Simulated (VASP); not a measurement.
VASP runs on SiRu (atoms displaced from the space group 198 structure) share one base input (PBEsol GGA, plane waves, VASP's PBE PAW potentials (set 64)) and change the settings named in each case.

### KPOINTS
```
Automatic mesh
0
Gamma
4 4 4
0.5 0.5 0.5
```

### INCAR
```
# general
SYSTEM   =  SiRu
PREC     =  Accurate
ENCUT    =  300   # plane-wave cut-off (eV)
LREAL    =  .FALSE.   # projection in real space or not
LASPH    =  .TRUE.   # aspherical one-centre terms

# electronic loop
EDIFF    =  1E-6   # SCF stop (eV)
NELM     =  100
ALGO     =  Normal
LMAXMIX  =  4

# smearing
ISMEAR   =  0   # Gaussian
SIGMA    =  0.05   # width (eV)

# functional
GGA      =  PS   # PBEsol

# ions
ISIF     =  2   # forces and stress, cell fixed

# output
LWAVE    =  .FALSE.
LCHARG   =  .FALSE.
```

### POSCAR
```
SiRu
1
    4.7086000000     0.0000000000     0.0000000000
    0.0000000000     4.7086000000     0.0000000000
    0.0000000000     0.0000000000     4.7086000000
Si Ru
4 4
Direct
  0.1660070000   0.3315840000   0.6706650000
  0.3160060000   0.6635920000   0.1785160000
  0.6532530000   0.1621240000   0.3443310000
  0.8591270000   0.8476270000   0.8253110000
  0.8839650000   0.6182010000   0.3532250000
  0.6191120000   0.3786300000   0.8654120000
  0.3590090000   0.8564170000   0.6295000000
  0.1435210000   0.1418260000   0.1330400000
```

POTCAR, in this order: Si Ru_pv (PBE.64 set). Program: vasp_std.

```
change                                                   E(σ→0) (eV/atom)  pressure (GPa)  largest force (eV/Å)  −TS (eV)
-------------------------------------------------------  ----------------  --------------  --------------------  --------
base run                                                          -8.5757           -0.47                 3.440   -0.0014
SIGMA = 0.025                                                     -8.5757           -0.47                 3.450   -0.0001
SIGMA = 0.2                                                       -8.5751           -0.42                 3.399   -0.0513
SIGMA = 0.5                                                       -8.5711            0.10                 3.355   -0.4534
SIGMA = 0.8                                                       -8.5668            1.15                 3.300   -1.2777
KPOINTS 1×1×1 Γ-centred mesh shifted by (0.5, 0.5, 0.5)           -8.9741           -2.21                 3.287    0.0000
KPOINTS 2×2×2 Γ-centred mesh shifted by (0.5, 0.5, 0.5)           -8.5870           -0.90                 3.525    0.0000
KPOINTS 3×3×3 Γ-centred mesh shifted by (0.5, 0.5, 0.5)           -8.5752           -0.51                 3.461    0.0000
KPOINTS 5×5×5 Γ-centred mesh shifted by (0.5, 0.5, 0.5)           -8.5770           -0.49                 3.460   -0.0003
KPOINTS 6×6×6 Γ-centred mesh shifted by (0.5, 0.5, 0.5)           -8.5769           -0.49                 3.454   -0.0005
KPOINTS 7×7×7 Γ-centred mesh shifted by (0.5, 0.5, 0.5)           -8.5769           -0.49                 3.454   -0.0006
KPOINTS 8×8×8 Γ-centred mesh shifted by (0.5, 0.5, 0.5)           -8.5769           -0.49                 3.455   -0.0005
KPOINTS 9×9×9 Γ-centred mesh shifted by (0.5, 0.5, 0.5)           -8.5769           -0.49                 3.454   -0.0006
```
 Energies of different potentials or functionals have different zeros.  At 300 eV the pressure can carry a Pulay error.

Left out are runs that ran out of time, are held back, or changed the cell or the kind of run, fixed moments of cells without a moment, rows past the twelfth, gaps on odd meshes, pressures of charged cells and columns that move by less than the noise.

The structure comes from a computed database's SiRu entry; how it stands against other phases isn't given here. The cell was not relaxed at this level, its atoms were moved at random.
